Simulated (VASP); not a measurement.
A run of VASP 6.6.1:

File INCAR:

```
PREC = Normal
ENCUT = 520
EDIFF = 1E-4
ISMEAR = 0
SIGMA = 0.15
LREAL = False
LASPH = True
NELM = 60
ALGO = Fast
ISIF = 3
LWAVE = False
LCHARG = False
GGA = PE
IBRION = 2
NSW = 24
EDIFFG = -0.08
```

File KPOINTS:

```
Automatic mesh
0
Gamma
  3 3 3
```

Contents of POSCAR:

```
Al3BiO3
1.0
    3.3958374800     -3.2851325000      0.0000000000
    3.3958374800      3.2851325000      0.0000000000
   -3.2174419300      0.0000000000      4.5587443000
Al Bi O
3 1 3
Direct
    0.3573418900      0.3573418900      0.8819155300
    0.6851396000      0.2439859500      0.4801741200
    0.2439859500      0.6851396000      0.4801741200
    0.9394911400      0.9394911400      0.9975853700
    0.0579386400      0.5889647300      0.7001166300
    0.5889647300      0.0579386400      0.7001166300
    0.3012780000      0.3012780000      0.1878095300
```

Potentials or basis: VASP PAW PBE potentials, release 64 (Al, Bi_d, O).

Command:

```console
$ cat potpaw_PBE.64/Al/POTCAR potpaw_PBE.64/Bi_d/POTCAR potpaw_PBE.64/O/POTCAR > POTCAR
$ mpirun -np 1 vasp_std > vasp.out
```

Hardware: 1 thread of Intel(R) Xeon(R) Platinum 8559C (Emerald Rapids) (shared host).

Q: Estimate the wall time of this run.

A: Run time: 2.6 min on 1 thread of Intel(R) Xeon(R) Platinum 8559C (Emerald Rapids), with other jobs on the host, peak memory 0.19 GiB. Counts: scf iterations 170, k points 10, ion steps 22.
